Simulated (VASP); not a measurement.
Br2, in a box:

```xyz
2
Lattice="12.4723 0.0000 0.0000 0.0000 12.9723 0.0000 0.0000 0.0000 13.4723" Properties=species:S:1:pos:R:3 pbc="T T T"
Br    6.3341    5.9712    7.7223
Br    6.1361    7.1136    5.7282
```

Base run:

| Quantity | Value |
| --- | --- |
| Program | VASP 6.6.1 |
| Functional | PBEsol |
| Potentials or basis | VASP PAW PBE potentials, release 64 (Br) |
| Cutoff | 400 eV |
| k mesh | 1 × 1 × 1 |
| Occupations | gaussian, width 0.01 eV |
| Spin | no spin polarisation |

Its results: gap between the frontier levels 2.18 eV; largest force 0.302 eV/Å.

Q: The run is repeated on the same cell with these changes: functional from PBEsol to RPBE. What comes out?

A: Gap between the frontier levels 2.25 eV; largest force 0.159 eV/Å.

Caveats: the PAW data sets were made with another functional, which shifts forces and pressure a little.

A k mesh can miss the band edges.

Not every run made on this cell is shown here.
